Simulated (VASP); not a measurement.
Data:

```xyz
6
Lattice="4.1938 0.0000 0.0000 0.0000 4.1938 0.0000 0.0000 0.0000 2.6842" Properties=species:S:1:pos:R:3 pbc="T T T"
Si     0.0000     0.0000     0.0000
Si     2.0969     2.0969     1.3421
O      1.2828     1.2828     0.0000
O      3.3797     0.8141     1.3421
O      0.8141     3.3797     1.3421
O      2.9110     2.9110     0.0000
```

Method: PBEsol GGA, VASP's PBE PAW potentials (set 64) (plane waves; VASP). Numerical set-up: 520 eV cut-off, 5×5×8 Γ-centred mesh, Gaussian smearing of 0.010 eV, potentials Si O.

### Question
Give the electronic dielectric tensor ε∞ (DFPT, local fields included).

### Answer

```
3.41  0.00  0.00
0.00  3.41  0.00
0.00  0.00  3.59
```

### Question
Give the Born effective charges.

### Answer

```csv
atom,Z*xx,Z*yy,Z*zz,mean
Si1,3.80,3.80,4.05,3.88
Si2,3.80,3.80,4.05,3.88
O3,-1.90,-1.90,-2.02,-1.94
O4,-1.90,-1.90,-2.02,-1.94
O5,-1.90,-1.90,-2.02,-1.94
O6,-1.90,-1.90,-2.02,-1.94
```

The compound is SiO2 in the rutile structure, stishovite, a high-pressure form. It was relaxed first.
